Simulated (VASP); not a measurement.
Energy against volume of CdS (zinc blende). Calculation: PBE GGA, VASP's PBE PAW potentials (set 64) (plane waves; VASP). Settings: 520 eV cut-off, 8×8×8 Γ-centred mesh, Gaussian smearing of 0.050 eV, potentials Cd S.

```csv
V (Å³/atom),E (eV/atom)
24.586,-3.05573
25.370,-3.06939
26.155,-3.07374
26.940,-3.07020
```

Q: Fit these four points and predict the energy of the run at 27.724 Å³/atom.

A: A cubic in V^(−2/3), the third-order Birch-Murnaghan form, passes through the four points with V0 = 26.17 Å³/atom and B0 = 53 GPa, and gives -3.0600 eV/atom there. The run gave -3.0600 eV/atom, -0.0 meV/atom from the fit; all five points give B0 = 53 GPa.

The compound is CdS in the zinc blende structure, a metastable form; wurtzite is the usual one. It was relaxed first, which changed the volume by +6 %.
